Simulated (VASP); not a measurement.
Given:

```
NiO
1.0
    4.05499     2.02119     2.02119
    2.02119     4.05499     2.02119
    2.02119     2.02119     4.05499
Ni O
2 2
Direct
  0.00000   0.00000   0.00000
  0.50000   0.50000   0.50000
  0.25000   0.25000   0.25000
  0.75000   0.75000   0.75000
```
Starting moments (μB, in the order of the record's atoms Ni Ni O O): 1.1 -1.1 0.0 0.0.

Calculation: LDA (Ceperley-Alder, Perdew-Zunger), VASP's LDA PAW potentials (set 64) (plane waves; VASP). Settings: 520 eV cut-off, 10×10×10 Γ-centred mesh, tetrahedra with Blöchl corrections, potentials Ni O.

Question: The job: NiO (rock salt, AFM-II order), 4 atoms, LDA, static run, 520 eV, 10×10×10 Γ-centred mesh. Roughly how much core time does it take on a busy server core?

Answer: About 3 core-minutes (one run on a shared machine, a rough figure). It had 116 irreducible k-points, 20 bands, up to 923 plane waves and 17 electronic steps.

The compound is NiO in the rock salt, AFM-II order structure. It was relaxed first, which changed the volume by -8 %.
